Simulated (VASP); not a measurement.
Data:

```
GaN
1.0
    1.54674    -2.67903     0.00000
    1.54674     2.67903     0.00000
    0.00000     0.00000     5.03494
Ga N
2 2
Direct
  0.66667   0.33333   0.50010
  0.33333   0.66667   0.00010
  0.66667   0.33333   0.87690
  0.33333   0.66667   0.37690
```

These are r2SCAN meta-GGA, VASP's PBE PAW potentials (set 64) (plane waves; VASP) values and carry that method's errors. Run with 600 eV cut-off, 8×8×4 Γ-centred mesh, Gaussian smearing of 0.050 eV, potentials Ga_d N.

### Question
What does the run give for the energy per atom (σ→0), pressure?

### Answer

```json
{
  "energy per atom (σ→0)": "-10.892 eV/atom",
  "pressure": "21.89 GPa"
}
```

The absolute energy has meaning only against runs of the same code, potentials and settings.

The compound is GaN in the wurtzite structure. This cell was strained or had an atom moved on purpose.
